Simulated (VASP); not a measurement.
Input:

```xyz
5
Lattice="3.9302 0.0000 0.0000 0.0000 3.9302 0.0000 0.0000 0.0000 3.9302" Properties=species:S:1:pos:R:3 pbc="T T T"
K      0.0000     0.0000     0.0000
Ta     1.9651     1.9651     1.9651
O      1.9651     0.0000     1.9651
O      0.0000     1.9651     1.9651
O      1.9651     1.9651     0.0000
```

Level of theory: LDA (Ceperley-Alder, Perdew-Zunger), VASP's LDA PAW potentials (set 64) (plane waves; VASP). Settings: 620 eV cut-off, 6×6×6 Γ-centred mesh, Gaussian smearing of 0.050 eV, potentials K_sv Ta_pv O.

Problem. The ions, cell shape and volume at an external pressure of 10.0 GPa are relaxed. Give the cell that the relaxation ends in.

Solution. 
```xyz
5
Lattice="3.9042 0.0000 0.0000 0.0000 3.9042 0.0000 0.0000 0.0000 3.9042" Properties=species:S:1:pos:R:3 pbc="T T T"
K      0.0000     0.0000     0.0000
Ta     1.9521     1.9521     1.9521
O      1.9521     0.0000     1.9521
O      0.0000     1.9521     1.9521
O      1.9521     1.9521     0.0000
```
Space group Pm-3m (221), at a tolerance of 0.03 Å.

Problem. How do energy and volume change from the first to the last step?

Solution. The energy (σ→0) changes by +11.0 meV/atom and the volume by -2.0 %, in 3 ionic steps.

```tsv
step	E(σ→0) (eV)	max force (eV/Å)	pressure (GPa)	volume (Å³)
1	-45.0456	0.000	4.97	60.71
2	-44.7965	0.000	20.04	57.42
3	-44.9904	0.000	9.94	59.51
```

The compound is KTaO3 in the cubic perovskite structure. This run relaxes it under an external pressure of 10 GPa. Symmetry was kept, so distortions that lower it aren't found.
